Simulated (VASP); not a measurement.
Consider the following.

```
CELL_PARAMETERS angstrom
      0.00000     2.46232     2.46232
      2.46232     0.00000     2.46232
      2.46232     2.46232     0.00000
ATOMIC_POSITIONS crystal
  Be 0.00000 0.00000 0.00000
  S  0.25000 0.25000 0.25000
```

The numbers are results of PW91 GGA, VASP's PBE PAW potentials (set 64) (plane waves; VASP), not measurements. Settings: 520 eV cut-off, 9×9×9 Γ-centred mesh, Gaussian smearing of 0.050 eV, potentials Be S.

**Question.** What does the run give for the energy per atom (σ→0), pressure?

**Answer.** 
| Quantity | Result |
|---|---|
| energy per atom (σ→0) | -5.025 eV/atom |
| pressure | -26.6 kbar |

The absolute energy has meaning only against runs of the same code, potentials and settings.

The compound is BeS in the zinc blende structure. This cell is one point of a volume scan, at 1.03 of the reference volume.
